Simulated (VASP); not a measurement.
Crystal: Bi3SbO3.

```
Sb Bi O
1.0
     3.47700    0.00000    0.00000
     0.00000    3.47700    0.00000
     0.00000    0.00000   11.12600
Sb Bi O
1 3 3
Direct
  0.00000 0.00000 0.50000
  0.00000 0.00000 0.00000
  0.50000 0.50000 0.28321
  0.50000 0.50000 0.71679
  0.50000 0.50000 0.00000
  0.00000 0.00000 0.21553
  0.00000 0.00000 0.78447
```

The cell was built by a generator and needn't be a form met in nature.

```yaml
Program: VASP 6.6.1
Task: relaxation of cell and atoms
Functional: PBE
Potentials_or_basis: VASP PAW PBE potentials, release 64 (Sb, Bi_d, O)
Cutoff: 520 eV
k_mesh: 8 × 8 × 4
Occupations: gaussian, width 0.1 eV
Spin: no spin polarisation
```

At the start: pressure 1.4 GPa; volume 19.22 Å³/atom.

Task: How do energy, volume and symmetry change on relaxing?

Result: Over 14 steps the energy falls by 7.5 meV/atom and the volume is 19.73 Å³/atom (+2.7 %); space group P4/mmm (No. 123, to 0.05 Å).

The path:
| step | energy change (eV) | largest force (eV/Å) | pressure (GPa) | volume (Å³) |
| --- | --- | --- | --- | --- |
| 1 | 0.0000 | 0.1387 | 1.44 | 134.51 |
| 2 | -0.0202 | 0.1913 | -0.81 | 137.90 |
| 3 | -0.0204 | 0.1879 | -0.64 | 137.59 |
| 4 | -0.0345 | 0.2023 | -0.28 | 137.47 |
| 5 | -0.0400 | 0.2128 | 0.13 | 137.33 |
| 6 | -0.0464 | 0.1300 | 0.00 | 137.66 |
| 7 | -0.0506 | 0.0699 | -0.28 | 138.25 |
| 8 | -0.0504 | 0.0531 | 0.46 | 137.35 |
| 9 | -0.0512 | 0.0505 | 0.08 | 137.82 |
| 10 | -0.0518 | 0.0348 | 0.07 | 137.93 |
| 11 | -0.0521 | 0.0137 | 0.04 | 138.11 |
| 12 | -0.0521 | 0.0039 | -0.14 | 138.35 |
| 13 | -0.0521 | 0.0080 | -0.08 | 138.24 |
| 14 | -0.0522 | 0.0067 | 0.01 | 138.09 |

Final structure:
```
CELL_PARAMETERS angstrom
3.45821 0.00000 0.00000
0.00000 3.45821 0.00000
0.00000 0.00000 11.54638
ATOMIC_POSITIONS crystal
Sb 0.00000 0.00000 0.50000
Bi 0.00000 0.00000 0.00000
Bi 0.50000 0.50000 0.27829
Bi 0.50000 0.50000 0.72171
O 0.50000 0.50000 0.00000
O 0.00000 0.00000 0.20862
O 0.00000 0.00000 0.79138
```
